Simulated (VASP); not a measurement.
Method: PBE GGA with D3 dispersion (zero damping), VASP's PBE PAW potentials (set 64) (plane waves; VASP 6.6.1).

VASP ran on this input.

POSCAR:
```
SiC
1
    1.5407707378    -2.6686929567     0.0000000000
    1.5407707378     2.6686929567     0.0000000000
    0.0000000000     0.0000000000     5.0589624414
Si C
2 2
Direct
  0.6666670000   0.3333330000   0.4995660013
  0.3333330000   0.6666670000   0.9995660013
  0.6666670000   0.3333330000   0.8754339987
  0.3333330000   0.6666670000   0.3754339987
```

File KPOINTS:
```
Automatic mesh
0
Gamma
8 8 5
0 0 0
```

**INCAR**
```
ALGO = Normal
EDIFF = 1E-7
EDIFFG = -0.01
ENCUT = 520
GGA = PE
IBRION = 2
ISIF = 4
ISMEAR = 0
IVDW = 11
LASPH = .TRUE.
LCHARG = .FALSE.
LREAL = .FALSE.
LWAVE = .FALSE.
NELM = 100
NSW = 30
PREC = Accurate
SIGMA = 0.05
SYSTEM = SiC
```

POTCAR, in this order: Si C (PBE.64 set). Program: vasp_std.

Q: Predict the energy per atom (σ→0), dispersion energy.

A: 
The energy per atom (σ→0) comes out as -7.671 eV/atom and the dispersion energy is -0.577 eV.

File OSZICAR:
```
...
   2 F= -.30682861E+02 E0= -.30682861E+02  d E =-.617140E-05
       N       E                     dE             d eps       ncg     rms          rms(c)
DAV:   1    -0.301063411647E+02   -0.38033E-04   -0.64256E-04   892   0.215E-01    0.189E-02
DAV:   2    -0.301063334971E+02    0.76676E-05   -0.24705E-05   916   0.445E-02    0.984E-03
DAV:   3    -0.301063292060E+02    0.42911E-05   -0.86415E-06   916   0.246E-02    0.157E-03
DAV:   4    -0.301063292771E+02   -0.71072E-07   -0.10677E-06   836   0.758E-03    0.914E-04
DAV:   5    -0.301063292677E+02    0.93273E-08   -0.23975E-08   492   0.146E-03
   3 F= -.30682876E+02 E0= -.30682876E+02  d E =-.219068E-04
```

The compound is SiC in the wurtzite structure, the rare 2H polytype. This run relaxes it. Symmetry was kept, so distortions that lower it aren't found.
